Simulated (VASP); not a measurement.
```yaml
crystal:
  lattice:
    - [0.00009, 5.49028, 5.48112]
    - [5.49028, 0.00009, 5.48112]
    - [2.74519, 2.74519, 0.00000]
  atoms:
    - { symbol: Ga, position: [0.00032, 0.00032, 0.99936] }
    - { symbol: Ga, position: [0.00736, 0.49726, 0.99538] }
    - { symbol: Ga, position: [0.49726, 0.00736, 0.99538] }
    - { symbol: Ga, position: [0.49515, 0.49515, 0.00970] }
    - { symbol: P, position: [0.12491, 0.12491, 0.25018] }
    - { symbol: P, position: [0.12475, 0.62510, 0.25015] }
    - { symbol: P, position: [0.62510, 0.12475, 0.25015] }
    - { symbol: As, position: [0.62515, 0.62515, 0.24970] }
```

Computed with PBEsol GGA, VASP's PBE PAW potentials (set 64) (plane waves; VASP). Numerical set-up: 400 eV cut-off, 4×4×8 Γ-centred mesh, tetrahedra with Blöchl corrections, potentials Ga_d P As.

The cores are frozen, which limits the accuracy of field gradients.

Question: Give the principal components of the electric field gradient (V/Å²) and the asymmetry η at each nucleus.

Answer: 
| atom | Vxx | Vyy | Vzz | η |
|---|---|---|---|---|
| Ga1 | 1.0 | 0.3 | -1.3 | 0.57 |
| Ga2 | -2.1 | -1.6 | 3.7 | 0.14 |
| Ga3 | -2.1 | -1.6 | 3.7 | 0.14 |
| Ga4 | 3.2 | 0.6 | -3.7 | 0.69 |
| P5 | 2.6 | 2.2 | -4.8 | 0.09 |
| P6 | 4.6 | 1.6 | -6.2 | 0.48 |
| P7 | 4.6 | 1.6 | -6.2 | 0.48 |
| As8 | 5.9 | 5.2 | -11.0 | 0.06 |

The structure was generated: Ga4AsP3 was put into an ordered model structure (Amm2), which need not be its known phase. It was relaxed first.
